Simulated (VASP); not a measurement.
# TaWC2 (R-3m) in VASP: equation of state

How stiff is TaWC2 in PBEsol, and what volume does it want? The cell is scaled to several volumes.

All numbers are computed with VASP 6.6.1; they aren't measurements. Logs are shortened: lines on timing, memory, paths and dates and some standing lists are left out, and cuts for length are marked.

### 1 Starting point

It takes space group R-3m (No. 166, trigonal). Conventional cell: a = 3.144 Å, b = 3.144 Å, c = 15.305 Å, α = 90.00°, β = 90.00°, γ = 120.00°. W (site symmetry -3m) has 6 C at 2.21 Å as nearest neighbours. Ta (site symmetry -3m) has 6 C at 2.23 Å as nearest neighbours. C (site symmetry 3m) is surrounded by 3 W at 2.21 Å and 3 Ta at 2.23 Å.

The cell comes from a database or a generator and needn't be the stable form of this composition.

### 2 Equation of state, PBEsol, 10.26 Å³/atom (volume scaled by 0.94)

Input file INCAR:

```
SYSTEM = TaWC2
PREC = Accurate
ENCUT = 520
EDIFF = 1E-7
ISMEAR = -1
SIGMA = 0.05
LREAL = .False.
LASPH = .True.
NELM = 80
ALGO = Normal
ISIF = 2
LWAVE = .False.
LCHARG = .False.
GGA = PS
NBANDS = 24
```

Input file KPOINTS:

```
Automatic mesh
0
Gamma
  10 10 10
  0 0 0
```

Input file POSCAR:

```
TaWC2
1.0
    1.5397674660      0.8889851610      4.9974757625
   -1.5397674660      0.8889851610      4.9974757625
    0.0000000000     -1.7779703220      4.9974757625
W Ta C
1 1 2
Direct
    0.0000000000      0.0000000000      0.0000000000
    0.5000000000      0.5000000000      0.5000000000
    0.2509330000      0.2509330000      0.2509330000
    0.7490670000      0.7490670000      0.7490670000
```

Potentials or basis: VASP PAW PBE potentials, release 64 (W_sv, Ta_pv, C).

On the command line:

```sh
$ cat potpaw_PBE.64/W_sv/POTCAR potpaw_PBE.64/Ta_pv/POTCAR potpaw_PBE.64/C/POTCAR > POTCAR
$ mpirun -np 1 vasp_std > vasp.out
```

OUTCAR:

```text
SYSTEM = TaWC2
   PREC = Accurate
   ENCUT = 520
   EDIFF = 1E-7
   ISMEAR = -1
   LREAL = .False.
   LASPH = .True.
   NELM = 80
   ISIF = 2
   GGA = PS

 Found    116 irreducible k-points:

 Following reciprocal coordinates:
            Coordinates               Weight
  0.000000  0.000000  0.000000      1.000000
  0.100000  0.000000  0.000000      6.000000
  0.200000  0.000000  0.000000      6.000000
  0.300000  0.000000  0.000000      6.000000
  0.400000  0.000000  0.000000      6.000000
  0.500000  0.000000  0.000000      3.000000
   k-points           NKPTS =    116   k-points in BZ     NKDIM =    116   number of bands    NBANDS=     24
   number of dos      NEDOS =    301   number of ions     NIONS =      4
   total plane-waves  NPLWV =  64000
   dimension x,y,z NGX =    40 NGY =   40 NGZ =   40
   dimension x,y,z NGXF=    80 NGYF=   80 NGZF=   80
   ions per type =               1   1   2
   NGX,Y,Z   is equivalent  to a cutoff of  12.54, 12.54, 12.54 a.u.
   NGXF,Y,Z  is equivalent  to a cutoff of  25.07, 25.07, 25.07 a.u.
 SYSTEM =  TaWC2
   PREC   = accura    normal or accurate (medium, high low for compatibility)
   ISTART =      0    job   : 0-new  1-cont  2-samecut
   ICHARG =      2    charge: 1-file 2-atom 10-const
   ISPIN  =      1    spin polarized calculation?
   LNONCOLLINEAR =      F non collinear calculations
   LSORBIT =      F    spin-orbit coupling
   LASPH  =      T    aspherical Exc in radial PAW
   ENCUT  =  520.0 eV  38.22 Ry    6.18 a.u.   9.86  9.86  9.86*2*pi/ulx,y,z
   NELM   =     80;   NELMIN=  2; NELMDL= -5     # of ELM steps
   EDIFF  = 0.1E-06   stopping-criterion for ELM
   LREAL  =      F    real-space projection
   EDIFFG = 0.1E-05   stopping-criterion for IOM
   NSW    =      0    number of steps for IOM
   IBRION =     -1    ionic relax: 0-MD 1-quasi-New 2-CG
   NFREE  =      0    steps in history (QN), initial steepest desc. (CG)
   ISIF   =      2    stress and relaxation
   ISYM   =      2    0-nonsym 1-usesym 2-fastsym
   POTIM  = 0.5000    time-step for ionic-motion
   TEBEG  =    0.0;   TEEND  =   0.0 temperature during run
   PSTRESS=    0.0 pullay stress
   NELECT =      33.0000    total number of electrons
   NUPDOWN=      -1.0000    fix difference up-down
   EMIN   =  10.00;   EMAX   =-10.00  energy-range for DOS
   EFERMI =   0.00;   METHOD = LEGACY
   ISMEAR =    -1;   SIGMA  =   0.05  broadening in eV -4-tet -1-fermi 0-gaus
   EFERMI_NEDOS =   21; number of points for ismear=-14 and -15
   IALGO  =     38    algorithm
   IMIX   =      4    mixing-type and parameters
     AMIX     =   0.40;   BMIX     =  1.00
     AMIX_MAG =   1.60;   BMIX_MAG =  1.00
  volume/ion in A,a.u.               =      10.26        69.24
  Fermi-wavevector in a.u.,A,eV,Ry     =   1.522284  2.876699 31.529431  2.317348
  Thomas-Fermi vector in A             =   2.630884
   LORBIT       =      0    0 simple, 1 ext, 2 COOP (PROOUT), +10 PAW based schemes
   GGA     = PS    functional components
   LHFCALC =     F    Hartree Fock is set to
   AEXX    =    0.0000 exact exchange contribution
   IVDW    =     0    specifies the selected vdW correction
   LEPSILON=     F    determine dielectric tensor
   LRPA    =     F    only Hartree local field effects (RPA)
 non-spin polarized calculation
  energy-cutoff  :      520.00
  volume of cell :       41.04
 maximum number of plane-waves:      1122
   NGX = 19   NGY = 19   NGZ = 19

 number of electron      32.9999999 magnetization

 Free energy of the ion-electron system (eV)
  ---------------------------------------------------
  ext. energy  EPLUGINS =         0.00000000
  ---------------------------------------------------
  free energy    TOTEN  =       -46.52207508 eV

  energy without entropy =      -46.50790835  energy(sigma->0) =      -46.51499172

 E-fermi :  10.9028     XC(G=0): -13.8568

 val. band max:       10.9006074297   @ k =  -0.3000   0.1000   0.0000
 cond. band min:      10.9458884934   @ k =   0.5000   0.1000  -0.0000
 fundamental gap:      0.0452810637
 Fermi energy:        10.9027844409

 k-point     1 :       0.0000    0.0000    0.0000
  band No.  band energies     occupation
      1     -64.3175      2.00000
      2     -28.6651      2.00000
      3     -28.4036      2.00000
      4     -28.4036      2.00000
      5     -24.6304      2.00000
      6     -24.1873      2.00000
      7     -24.1873      2.00000
      8      -4.8298      2.00000
      9       0.1488      2.00000
     10       1.1932      2.00000
     11       4.4245      2.00000
     12       4.4245      2.00000
     13       8.5379      2.00000
     14       8.5379      2.00000
     15       8.6792      2.00000
     16      10.0512      2.00000
     17      10.0512      2.00000
     18      10.1114      2.00000
     19      10.6735      1.97981
     20      10.6735      1.97981
     21      13.0330      0.00000
     22      13.0330      0.00000
     23      14.1893      0.00000
     24      16.0915      0.00000

 k-point     2 :       0.1000    0.0000    0.0000
  band No.  band energies     occupation
      1     -64.3148      2.00000
      2     -28.6542      2.00000
      3     -28.4522      2.00000
      4     -28.4148      2.00000
      5     -24.6230      2.00000
      6     -24.2580      2.00000
      7     -24.2030      2.00000
      8      -4.5543      2.00000
      9      -0.1659      2.00000
     10       1.5331      2.00000
     11       4.5781      2.00000
     12       4.6459      2.00000
     13       7.6732      2.00000
     14       8.0416      2.00000
     15       8.1024      2.00000
     16       8.7287      2.00000
     17      10.0254      2.00000
     18      10.6863      1.97401
     19      11.5847      0.00000
     20      12.5093      0.00000
     21      12.9254      0.00000
     22      13.0913      0.00000
     23      13.8942      0.00000
     24      17.0930      0.00000

 k-point     3 :       0.2000    0.0000    0.0000
  band No.  band energies     occupation
      1     -64.3079      2.00000
      2     -28.6255      2.00000
      3     -28.5775      2.00000
      4     -28.4438      2.00000
      5     -24.6034      2.00000
      6     -24.4389      2.00000
      7     -24.2438      2.00000
      8      -3.7989      2.00000
      9      -0.7207      2.00000
     10       2.3046      2.00000
     11       4.9697      2.00000
     12       4.9705      2.00000
     13       5.6779      2.00000
     14       6.8838      2.00000
     15       7.3321      2.00000
     16       8.7739      2.00000
     17      10.6226      1.99266
     18      11.6469      0.00000
     19      12.0795      0.00000
     20      12.4711      0.00000
     21      13.3471      0.00000
     22      13.6020      0.00000
     23      15.3379      0.00000
     24      17.8018      0.00000

 k-point     4 :       0.3000    0.0000    0.0000
  band No.  band energies     occupation
      1     -64.2993      2.00000
      2     -28.7294      2.00000
      3     -28.5894      2.00000
      4     -28.4794      2.00000
      5     -24.6556      2.00000
      6     -24.5780      2.00000
      7     -24.2938      2.00000
      8      -2.7891      2.00000
      9      -1.1646      2.00000
     10       3.1240      2.00000
     11       4.1242      2.00000
     12       5.1085      2.00000
     13       5.4142      2.00000
     14       5.9774      2.00000
     15       6.7109      2.00000
     16       8.9465      2.00000
     17      11.2038      0.00484
     18      11.4908      0.00002
     19      12.7544      0.00000
     20      12.8070      0.00000
     21      14.2403      0.00000
     22      14.7385      0.00000
     23      16.2462      0.00000
     24      17.4603      0.00000

 k-point     5 :       0.4000    0.0000    0.0000
  band No.  band energies     occupation
      1     -64.2923      2.00000
      2     -28.8493      2.00000
      3     -28.5602      2.00000
      4     -28.5080      2.00000
      5     -24.8242      2.00000
      6     -24.5581      2.00000
      7     -24.3339      2.00000
      8      -1.9250      2.00000
      9      -1.3965      2.00000
     10       3.3331      2.00000
     11       3.5294      2.00000
     12       5.1647      2.00000
     13       5.3748      2.00000
     14       5.7113      2.00000
     15       6.3347      2.00000
     16       9.2693      2.00000
     17      10.4664      1.99968
     18      12.2011      0.00000
     19      13.3102      0.00000
     20      13.7159      0.00000
     21      14.6387      0.00000
     22      15.8143      0.00000
     23      17.0258      0.00000
     24      18.0055      0.00000

 k-point     6 :       0.5000    0.0000    0.0000
  band No.  band energies     occupation
      1     -64.2897      2.00000
      2     -28.8945      2.00000
      3     -28.5491      2.00000
      4     -28.5188      2.00000
      5     -24.8874      2.00000
      6     -24.5504      2.00000
      7     -24.3491      2.00000
      8      -1.5659      2.00000
      9      -1.4978      2.00000
     10       3.2538      2.00000
     11       3.5172      2.00000
     12       5.1415      2.00000
     13       5.1567      2.00000
     14       5.8046      2.00000
     15       6.2102      2.00000
     16       9.5649      2.00000
     17      10.0966      2.00000
     18      12.5345      0.00000
     19      13.2934      0.00000
     20      14.3108      0.00000
     21      14.8637      0.00000
     22      16.3899      0.00000
     23      17.1535      0.00000
     24      18.0761      0.00000

 [... further k-points ...]

------------------------ aborting loop because EDIFF is reached ----------------------------------------

  FORCE on cell =-STRESS in cart. coord.  units (eV):
  Direction    XX          YY          ZZ          XY          YZ          ZX
  --------------------------------------------------------------------------------------
  -------------------------------------------------------------------------------------
  Total        3.3215164      3.3215164      3.3516611      0.0000000      0.0000000      0.0000000
  in kB      129.6568274    129.6568274    130.8335392      0.0000000      0.0000000      0.0000000
  external PRESSURE =     130.0490647 kB  Pullay stress =       0.0000000 kB

 VOLUME and BASIS-vectors are now :
 -----------------------------------------------------------------------------
  energy-cutoff  :      520.00
  volume of cell :       41.04
      direct lattice vectors                 reciprocal lattice vectors
     1.539767466  0.888985161  4.997475762     0.324724357  0.187479695  0.066700340
    -1.539767466  0.888985161  4.997475762    -0.324724357  0.187479695  0.066700340
     0.000000000 -1.777970322  4.997475762     0.000000000 -0.374959390  0.066700340

 POSITION                                       TOTAL-FORCE (eV/Angst)
 -----------------------------------------------------------------------------------
      0.00000      0.00000      0.00000         0.000000     -0.000000     -0.000000
      0.00000      0.00000      7.49621         0.000000      0.000000     -0.000000
      0.00000      0.00000      3.76209         0.000000     -0.000000      0.105336
      0.00000      0.00000     11.23033         0.000000      0.000000     -0.105336
 -----------------------------------------------------------------------------------
    total drift:                                0.000000      0.000000      0.000000

  FREE ENERGIE OF THE ION-ELECTRON SYSTEM (eV)
  ---------------------------------------------------
  free  energy   TOTEN  =       -46.5220750774 eV

  energy  without entropy=      -46.5079083526  energy(sigma->0) =      -46.51499172
```

Run time: 2.5 min. Hardware: 1 thread of Intel Xeon 6975P-C (Granite Rapids), shared host; peak memory 0.31 GiB.

Results:

```
Free energy            : -46.5221 eV
Pressure               : 13.0 GPa
Largest force          : 0.105 eV/Å
Band gap on the k mesh : none (metal or under the smearing width)
```

Caveat: the PAW data sets were made with another functional, which shifts forces and pressure a little.

### 3 Equation of state, PBEsol, 10.48 Å³/atom (volume scaled by 0.96)

INCAR is that of step 2.

KPOINTS is that of step 2.

Input file POSCAR:

```
TaWC2
1.0
    1.5506112562      0.8952458261      5.0326704134
   -1.5506112562      0.8952458261      5.0326704134
    0.0000000000     -1.7904916524      5.0326704134
W Ta C
1 1 2
Direct
    0.0000000000      0.0000000000      0.0000000000
    0.5000000000      0.5000000000      0.5000000000
    0.2509330000      0.2509330000      0.2509330000
    0.7490670000      0.7490670000      0.7490670000
```

Potentials or basis: VASP PAW PBE potentials, release 64 (W_sv, Ta_pv, C).

On the command line:

```sh
$ cat potpaw_PBE.64/W_sv/POTCAR potpaw_PBE.64/Ta_pv/POTCAR potpaw_PBE.64/C/POTCAR > POTCAR
$ mpirun -np 1 vasp_std > vasp.out
```

Run time: 2.9 min. Hardware: 1 thread of Intel Xeon 6975P-C (Granite Rapids), shared host; peak memory 0.31 GiB.

Results (log left out):

| Property | Result |
| --- | --- |
| Free energy | -46.5698 eV |
| Pressure | 4.5 GPa |
| Largest force | 0.101 eV/Å |
| Band gap on the k mesh | none (metal or under the smearing width) |

Caveat: the PAW data sets were made with another functional, which shifts forces and pressure a little.

### 4 Equation of state, PBEsol, 10.70 Å³/atom (volume scaled by 0.98)

INCAR is that of step 3.

KPOINTS is that of step 3.

Input file POSCAR:

```
TaWC2
1.0
    1.5613054648      0.9014201304      5.0673795820
   -1.5613054648      0.9014201304      5.0673795820
    0.0000000000     -1.8028402609      5.0673795820
W Ta C
1 1 2
Direct
    0.0000000000      0.0000000000      0.0000000000
    0.5000000000      0.5000000000      0.5000000000
    0.2509330000      0.2509330000      0.2509330000
    0.7490670000      0.7490670000      0.7490670000
```

On the command line:

```sh
$ cat potpaw_PBE.64/W_sv/POTCAR potpaw_PBE.64/Ta_pv/POTCAR potpaw_PBE.64/C/POTCAR > POTCAR
$ mpirun -np 1 vasp_std > vasp.out
```

Wall time 2.4 min (1 thread of Intel Xeon 6975P-C (Granite Rapids), shared host); peak memory 0.32 GiB.

The run converged. Its results:

| Property | Result |
| --- | --- |
| Free energy | -46.5736 eV |
| Pressure | -3.1 GPa |
| Largest force | 0.096 eV/Å |
| Band gap on the k mesh | none (metal or under the smearing width) |

Caveat: the PAW data sets were made with another functional, which shifts forces and pressure a little.

### 5 Equation of state, PBEsol, 11.13 Å³/atom (volume scaled by 1.02)

INCAR is that of step 4.

KPOINTS is that of step 4.

Input file POSCAR:

```
TaWC2
1.0
    1.5822650862      0.9135211734      5.1354062173
   -1.5822650862      0.9135211734      5.1354062173
    0.0000000000     -1.8270423469      5.1354062173
W Ta C
1 1 2
Direct
    0.0000000000      0.0000000000      0.0000000000
    0.5000000000      0.5000000000      0.5000000000
    0.2509330000      0.2509330000      0.2509330000
    0.7490670000      0.7490670000      0.7490670000
```

On the command line:

```sh
$ cat potpaw_PBE.64/W_sv/POTCAR potpaw_PBE.64/Ta_pv/POTCAR potpaw_PBE.64/C/POTCAR > POTCAR
$ mpirun -np 1 vasp_std > vasp.out
```

Run time: 3.4 min. Hardware: 1 thread of Intel Xeon 6975P-C (Granite Rapids), shared host; peak memory 0.33 GiB.

Results (log left out):

| Item | Value |
| --- | --- |
| Free energy | -46.4670 eV |
| Pressure | -16.1 GPa |
| Largest force | 0.085 eV/Å |
| Band gap on the k mesh | none (metal or under the smearing width) |

Caveat: the PAW data sets were made with another functional, which shifts forces and pressure a little.

### 6 Equation of state, PBEsol, 11.35 Å³/atom (volume scaled by 1.04)

INCAR is that of step 5.

KPOINTS is that of step 5.

Input file POSCAR:

```
TaWC2
1.0
    1.5925398227      0.9194532953      5.1687539453
   -1.5925398227      0.9194532953      5.1687539453
    0.0000000000     -1.8389065907      5.1687539453
W Ta C
1 1 2
Direct
    0.0000000000      0.0000000000      0.0000000000
    0.5000000000      0.5000000000      0.5000000000
    0.2509330000      0.2509330000      0.2509330000
    0.7490670000      0.7490670000      0.7490670000
```

Potentials or basis: VASP PAW PBE potentials, release 64 (W_sv, Ta_pv, C).

On the command line:

```sh
$ cat potpaw_PBE.64/W_sv/POTCAR potpaw_PBE.64/Ta_pv/POTCAR potpaw_PBE.64/C/POTCAR > POTCAR
$ mpirun -np 1 vasp_std > vasp.out
```

Wall time 3.3 min (1 thread of Intel Xeon 6975P-C (Granite Rapids), shared host); peak memory 0.33 GiB.

Results (log left out):

| Property | Result |
| --- | --- |
| Free energy | -46.3642 eV |
| Pressure | -21.6 GPa |
| Largest force | 0.080 eV/Å |
| Band gap on the k mesh | none (metal or under the smearing width) |

Caveat: the PAW data sets were made with another functional, which shifts forces and pressure a little.

### 7 Equation of state, PBEsol, 11.57 Å³/atom (volume scaled by 1.06)

INCAR is that of step 6.

KPOINTS is that of step 6.

Input file POSCAR:

```
TaWC2
1.0
    1.6026836620      0.9253098436      5.2016768326
   -1.6026836620      0.9253098436      5.2016768326
    0.0000000000     -1.8506196874      5.2016768326
W Ta C
1 1 2
Direct
    0.0000000000      0.0000000000      0.0000000000
    0.5000000000      0.5000000000      0.5000000000
    0.2509330000      0.2509330000      0.2509330000
    0.7490670000      0.7490670000      0.7490670000
```

On the command line:

```sh
$ cat potpaw_PBE.64/W_sv/POTCAR potpaw_PBE.64/Ta_pv/POTCAR potpaw_PBE.64/C/POTCAR > POTCAR
$ mpirun -np 1 vasp_std > vasp.out
```

Run time: 2.8 min. Hardware: 1 thread of Intel Xeon 6975P-C (Granite Rapids), shared host; peak memory 0.34 GiB.

Results (log left out):

```yaml
Free_energy: -46.2331 eV
Pressure: -26.6 GPa
Largest_force: 0.074 eV/Å
Band_gap_on_the_k_mesh: none (metal or under the smearing width)
```

Caveat: the PAW data sets were made with another functional, which shifts forces and pressure a little.

### 8 Equation of state, PBEsol

Potentials or basis: VASP PAW PBE potentials, release 64 (W_sv, Ta_pv, C).

No new run: the results of the series are fitted here.

What came out:

```
Equilibrium volume                        : 10.61 Å³/atom
Bulk modulus at fixed shape and positions : 367 GPa
Pressure derivative of the bulk modulus   : 4.3
```

Energy against volume, from the lowest point:
| volume (Å³/atom) | energy (meV/atom) |
| --- | --- |
| 10.261 | 12.88 |
| 10.479 | 0.95 |
| 10.698 | 0.00 |
| 10.916 | 8.91 |
| 11.134 | 26.66 |
| 11.353 | 52.34 |
| 11.571 | 85.12 |

Caveat: the cell was scaled at fixed shape and fractional positions, which overstates the stiffness of a crystal with free parameters, most of all of layers and chains; the PAW data sets were made with another functional, which shifts forces and pressure a little. Spin-orbit coupling is left out, which matters for the levels of Ta, W.
